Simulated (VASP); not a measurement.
Consider the following.

```
CELL_PARAMETERS angstrom
      0.00000     2.23586     2.23586
      2.23586     0.00000     2.23586
      2.23586     2.23586     0.00000
ATOMIC_POSITIONS crystal
  Nb 0.00000 0.00000 0.00000
  C  0.50000 0.50000 0.50000
```

Level of theory: rev-vdW-DF2, VASP's PBE PAW potentials (set 64) (plane waves; VASP). Settings: 520 eV cut-off, Gaussian smearing of 0.050 eV, potentials Nb_sv C.

Problem. Give the energies of bands 6 to 11 at the high-symmetry points, in eV from the Fermi level.

Solution. 
| band | Γ | X | U | L | W |
|---|---|---|---|---|---|
| 6 | -1.34 | -4.18 | -5.15 | -7.55 | -4.64 |
| 7 | -1.34 | -3.85 | -4.21 | -5.13 | -4.38 |
| 8 | -1.34 | -1.33 | -3.51 | -5.13 | -4.38 |
| 9 | -0.25 | -1.33 | -0.33 | 2.08 | 1.50 |
| 10 | -0.25 | 1.96 | 2.43 | 2.08 | 1.50 |
| 11 | -0.25 | 3.17 | 3.36 | 3.51 | 3.17 |

It has no gap at this level: it comes out as a metal or semimetal.

The compound is NbC in the rock salt structure. It was relaxed first. The electron count is odd and the run is not spin-polarised, which forces a metal.
